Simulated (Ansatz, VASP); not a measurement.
# W2N in two plane-wave programs, part 2 of 2

One calculation is typed for both programs; each brings its own data sets. How far apart do they land? The cell is taken from a series of runs on this material, whose earlier steps may have relaxed, scaled, displaced or heated it; both programs get it as it stands.

VASP 6.6.1 and Ansatz 0.2.0.

So far: Set-up; VASP: zone-centre phonons, PBE.

## Step 3: Ansatz: zone-centre phonons, PBE

Level of this step: Ansatz beside VASP: Kohn-Sham DFT, plane waves, PBE (Ansatz).

Ansatz runs on its PAW soft_1 files.

The same cell, functional, mesh and smearing now go to Ansatz, which takes its cutoff from its data sets.

input.yaml

```yaml
crystal:
  lattice:
    - [2.751876888, 0.0, 0.0]
    - [-1.375938444, 2.4072679729, 0.0]
    - [0.0, 0.0, 29.6237063742]
  atoms:
    - { symbol: "N", position: [0.0, 0.0, 0.3375674831] }
    - { symbol: W, position: [0.3324409776, 0.6648819553, 0.3870259864] }
    - { symbol: W, position: [0.6675590224, 0.3351180447, 0.2881089798] }
  periodic: [true, true, false]
kpoints:
  mp_grid: { grid: [18, 18, 1] }
hamiltonian:
  xc: pbe
  pseudopotentials: { kind: paw, azcp: { folder: soft_1 } }
scf:
  occupations: { method: methfessel_paxton, width: 0.2 }
output:
  eigenvalues: true
phonons:
  method: dfpt
```

Command:

```
ansatz run input.yaml --threads 4 --pin off --max-ram 16384MiB --backend cpu --events-out ev --progress --plain --runs-dir out
```

Numbers of over 12 decimals in the logs are rounded to 6 here.

Log:

```text
Warning: crystal.symmetry: narrowed to the stabiliser of the run's FFT grids — unitary ops 4 → 2. A phonons.method: dfpt run fills in the rows of the dynamical matrix that it does not solve by its symmetry operations, which is exact only for operations that map its FFT grids onto themselves: filled in by any other, the frequencies could depend on the order in which like atoms are typed, or, by more than the grids' own error, on where the crystal sits among the grids' points. Excluded: 2 operations. The run can therefore solve more perturbations, solve them on more k-points, or both, and cost more. [rest of the remark cut]
Engine: ansatz 0.2.0, aarch64-unknown-linux-gnu
Pseudopotentials: kind: paw
Pseudopotential: N, paw, valence charge 5, recommended cutoff 420 eV (normal), soft_1/N.paw.azcp
Pseudopotential: W, paw, valence charge 14, recommended cutoff 420 eV (normal), soft_1/W.paw.azcp
Functional definition: PBE
  parameter kappa = 0.804
  parameter beta = 0.066725
  exchange = pbe_x(kappa = kappa, mu = beta*pi^2/3)
  correlation = pbe_c(beta = beta)
Crystal: 3 atoms, lattice volume = 196.242 Å³
Basis set: ecut = 420 eV, 3835 PW (Γ), exchange–correlation on 40×40×400 points (8 copies of the dense FFT grid, shifted against one another)
Bands: 21, of which v1, the nominal top of the filled ones, is band 17 counted from 1 (16 counted from 0)
Symmetry: 4 space group operations
k-points: 91 of 324 (irreducible under 2 space group operations, time reversal used)
Non-local potential: N, projectors of the file, l = 0: 2, l = 1: 2, l = 2: 1
Non-local potential: W, projectors of the file, l = 0: 3, l = 1: 2, l = 2: 2, l = 3: 1
PAW form: soft (Blöchl's): semilocal exchange-correlation on the pseudo side does not see the compensation charge
PAW one-centre angular grid: N, 110 points (default); XC on 64 Gauss nodes
PAW one-centre angular grid: W, 590 points (default); XC on 64 Gauss nodes
Initial density: superposition of atomic densities (neutral atoms: chi_scale 0, normalization atom)
Initial wavefunctions: pseudopotential atomic-orbital guess
Functional: x = pbe(κ = 0.804, μ = 0.219515), c = pbe(β = 0.066725)
SCF iter   1: F=—  HF=-21154.808713 eV  |F-HF|=—  |Δ(HF+E_count)|=         —  Δρ=5.48e-2  dr2=7.88e0  ethr=3.10e-3  ⟨swp⟩=11.8  Hψ=16011  notcnv=0
preconditioner: auto → LDOS  [metal: Δε(μ)=0.067 eV  Ē_g=8.271 eV  σ=0.200 eV  W_gap=0.28  n_scr=18 (ndim 8)  ℏωp=10.9 eV  f_vac=0.737  D(μ)=2.22/eV (n_scr^D=12)  β→1.0]
SCF iter   2: F=—  HF=-21153.186689 eV  |F-HF|=—  |Δ(HF+E_count)|=    1.62e0  S|Δr|=    0.00e0  Δρ=2.40e-2  dr2=8.18e-1  ethr=3.10e-3  ⟨swp⟩=4.2  Hψ=6305  notcnv=0  defer=23
SCF iter   3: F=—  HF=-21152.960401 eV  |F-HF|=—  |Δ(HF+E_count)|=   2.26e-1  S|Δr|=    0.00e0  Δρ=4.31e-3  dr2=4.04e-2  ethr=2.48e-3  ⟨swp⟩=3.3  Hψ=5015  notcnv=0
SCF iter   4: F=—  HF=-21152.960714 eV  |F-HF|=—  |Δ(HF+E_count)|=   3.14e-4  S|Δr|=    0.00e0  Δρ=1.53e-3  dr2=8.05e-3  ethr=1.22e-4  ⟨swp⟩=3.2  Hψ=4127  notcnv=0
SCF iter   5: F=—  HF=-21152.959370 eV  |F-HF|=—  |Δ(HF+E_count)|=   1.34e-3  S|Δr|=    0.00e0  Δρ=4.54e-4  dr2=3.78e-4  ethr=2.44e-5  ⟨swp⟩=3.9  Hψ=4456  notcnv=0
SCF iter   6: F=—  HF=-21152.959519 eV  |F-HF|=—  |Δ(HF+E_count)|=   1.49e-4  S|Δr|=    0.00e0  Δρ=1.25e-4  dr2=6.63e-5  ethr=1.15e-6  ⟨swp⟩=3.9  Hψ=4726  notcnv=0
SCF iter   7: F=—  HF=-21152.959535 eV  |F-HF|=—  |Δ(HF+E_count)|=   1.63e-5  S|Δr|=    0.00e0  Δρ=3.75e-5  dr2=5.64e-6  ethr=2.01e-7  ⟨swp⟩=3.9  Hψ=3806  notcnv=0
SCF iter   8: F=—  HF=-21152.959532 eV  |F-HF|=—  |Δ(HF+E_count)|=   3.24e-6  S|Δr|=    0.00e0  Δρ=1.04e-5  dr2=2.65e-7  ethr=1.71e-8  ⟨swp⟩=3.8  Hψ=4548  notcnv=0
SCF iter   9: F=—  HF=-21152.959529 eV  |F-HF|=—  |Δ(HF+E_count)|=   2.63e-6  S|Δr|=    0.00e0  Δρ=2.22e-6  dr2=1.82e-8  ethr=8.02e-10  ⟨swp⟩=3.8  Hψ=4409  notcnv=0
SCF iter  10: F=—  HF=-21152.959529 eV  |F-HF|=—  |Δ(HF+E_count)|=   1.85e-8  S|Δr|=    0.00e0  Δρ=5.20e-7  dr2=4.19e-10  ethr=5.53e-11  ⟨swp⟩=4.3  Hψ=4692  notcnv=0
SCF iter  11: F=—  HF=-21152.959529 eV  |F-HF|=—  |Δ(HF+E_count)|=   6.14e-9  S|Δr|=    0.00e0  Δρ=1.11e-7  dr2=1.58e-11  ethr=1.27e-12  ⟨swp⟩=4.1  Hψ=4968  notcnv=0
SCF iter  12: F=-21152.959529 eV  HF=-21152.959529 eV  |F-HF|=6.55e-11  |Δ(HF+E_count)|=  3.09e-10  S|Δr|=    0.00e0  Δρ=2.01e-8  dr2=4.86e-13  ethr=1.00e-12  ⟨swp⟩=15.8  Hψ=16260  notcnv=0
SCF 1 converged in 12 iterations: F = -21152.959529 eV  dr2 = 4.86e-13
  greatest PAW one-centre occupation: 0.999 electrons in one spin orbital (limit 2), on the W atom at site 2 (counted from 0), in its partial waves of l = 0
DFPT response loops at Γ: preconditioner auto → none (partly filled bands, converged f_vac=0.740); β = 0.50; Broyden in place of MSR1
SCF converged after 12 iterations
Stability not checked: this state was not tested for a lower state beside it, because cold or Methfessel-Paxton smearing, or corrected tetrahedra, fill the levels in a way that the test cannot read (fill_not_monotonic; see scf.lower_state_search)
Free energy (F): -21152.959529 eV
Harris-Foulkes:  -21152.959529 eV  (|F-HF|=6.55e-11)
Internal energy: -21152.960705 eV  (E = F + TS)
E sigma→0 (E₀):  -21152.959823 eV
Entropy (-TS):   0.001176 eV (0.392 meV/atom)
Fermi energy:    -5.317739 eV
--- Per-component energies (eV) ---
  E_band       = -1032.153705
  E_kinetic    = 970.585064
  E_local      = -86977.391976  (includes V_loc(G=0)·N_el)
  E_nonlocal   = -15.124913
  E_hartree    = 42934.405942
  E_xc         = -592.137209
  E_vxc        = -534.493580  (∫ρ·V_xc dr)
  E_paw        = -17283.453842  (= ΣΔE_a)
  E_vpaw       = -344.541306  (= ΣTr[D̂ρ^β])
  E_aug_tail   = 0.001125  (compensation charges beyond the density's cutoff)
  E_ewald      = 39810.155103
  E_smearing   = 0.001176  (= −TS)
  E_closure    = -0.000000  (closes the sum)
  Σ components = -21152.959529   (vs F -21152.959529, Δ=0.00e0)
--- Band table (eV; the first three rows and the last of 91) ---
  k-point 0: bands = [... 13 lower, -6.7081, -6.6062, -6.5186, -6.4257, -6.1873, -4.7238, -4.5317, -3.5597]
  k-point 1: bands = [... 13 lower, -7.0482, -6.6188, -6.5784, -6.1510, -6.0673, -4.8623, -4.5574, -3.4203]
  k-point 2: bands = [... 13 lower, -7.6160, -6.7661, -6.4717, -5.9364, -5.7116, -5.0681, -4.5497, -3.2922]
  k-point 90: bands = [... 13 lower, -7.3333, -7.0841, -6.6449, -5.1623, -4.0814, -3.6212, -2.2720, -1.9095]
--- Phonons (Γ-DFPT): 9 representative perturbations + reference, on 91 of 324 k-points (Σ response iterations 47) ---
  ASR residual: 3.606e-5 → 0.000e0 eV/Å²; symmetrization residual: 5.283e-6 eV/Å²
  The last average, over the group as it would stand without the narrowing to the FFT grids, took up to 2.552e-6 eV/Å² of the zone centre's force constants
  ASR residual per site (eV/Å²): 3.61e-5 2.89e-5 2.88e-5
  Γ frequencies (cm⁻¹): 0.00 0.00 0.00 86.78 89.56 151.20 312.02 315.41 568.06
  non-analytic LO–TO correction: not included (Born effective charges unavailable; polar crystals: no LO–TO splitting at Γ)
```

## Step 4: Side by side

Known differences besides the potentials themselves: Ansatz cuts the interaction across the vacuum, VASP repeats the sheet without a dipole correction; the data sets hold 33 valence electrons in Ansatz (on its PAW soft_1 files) and 17 in VASP; the cutoff is 420 eV in Ansatz and 600 eV in VASP. Total energies have different zeros and are not compared.

Both answers:

```csv
quantity,Ansatz,VASP,difference
optical mode 1 (cm⁻¹),86.8,88.9,-2.38 %
optical mode 2 (cm⁻¹),89.6,91.4,-2.06 %
optical mode 3 (cm⁻¹),151.2,153.5,-1.48 %
optical mode 4 (cm⁻¹),312.0,325.3,-4.07 %
optical mode 5 (cm⁻¹),315.4,328.9,-4.09 %
optical mode 6 (cm⁻¹),568.1,583.6,-2.66 %
```

Modes are paired by rising frequency, not by their patterns, so a pair may set unlike modes beside each other; they are those without the splitting of longitudinal modes. Where the cell holds vacuum, a pressure given here is an average over it and none of the material.

## Step 5: Summary of results

```yaml
r_m_s_difference_of_the_optical_zone_centre_modes_each_program_s_sorted_by_frequency_zone_centre_phonons_pbe: 10 cm⁻¹
difference_in_optical_mode_5_zone_centre_phonons_pbe: -4.1 %
```

What this shows: The r.m.s. difference of the optical zone-centre modes, each program's sorted by frequency is 10 cm⁻¹ (zone-centre phonons, PBE). The data sets hold unlike numbers of valence electrons (33 in Ansatz and 17 in VASP), so part of the differences may come from the potentials. Among the rows given in per cent, the largest difference of the zone-centre phonons, PBE pair is in optical mode 5, -4.1 %. Such differences can come from data sets, numerical settings and the points named under the comparisons, not from the functional's error against experiment.

[Lines on the potential files, build, host, timing and source positions are cut from VASP's logs without a mark.]

[Logs are printed without paths, hosts, clocks, repeated set-up lines and the standing remarks that a program may print on its own settings, such as how far it seeks lower states.]

[Hosts, paths, dates, database ids (printed as entryN), source tags and the programs' standing remarks are cut or masked in the printed files.]
